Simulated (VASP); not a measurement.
Given:

```
CELL_PARAMETERS angstrom
      2.88000     0.00000     0.00000
      0.00000     2.88000     0.00000
      0.00000     0.00000     2.88000
ATOMIC_POSITIONS crystal
  Ga 0.50000 0.50000 0.50000
  Co 0.00000 0.00000 0.00000
```

Computed with PBEsol GGA, VASP's PBE PAW potentials (set 64) (plane waves; VASP). Run with 400 eV cut-off, 11×11×11 Γ-centred mesh, first-order Methfessel-Paxton smearing of 0.10 eV, potentials Ga_d Co.

Energy and stress use the plane-wave basis of the starting cell.

Q: The ions, cell shape and volume are relaxed. What does this cell relax into?

A: 
```
CELL_PARAMETERS angstrom
      2.83847     0.00000     0.00000
      0.00000     2.83847     0.00000
      0.00000     0.00000     2.83847
ATOMIC_POSITIONS crystal
  Ga 0.50000 0.50000 0.50000
  Co 0.00000 0.00000 0.00000
```
Space group Pm-3m (221), at a tolerance of 0.03 Å.

Q: How do energy and volume change from the first to the last step?

A: The energy (σ→0) changes by -13.8 meV/atom and the volume by -4.3 %, in 3 ionic steps.

```
step  E(σ→0) (eV)  max force (eV/Å)  pressure (GPa)  volume (Å³)
----  -----------  ----------------  --------------  -----------
1        -11.7495             0.000           -8.19        23.89
2        -11.7456             0.000           10.15        21.84
3        -11.7771             0.000           -0.06        22.87
```

The compound is CoGa in the CsCl type structure. This run relaxes it. Symmetry was kept, so distortions that lower it aren't found. The run is not spin-polarised, so no magnetic state was tried.
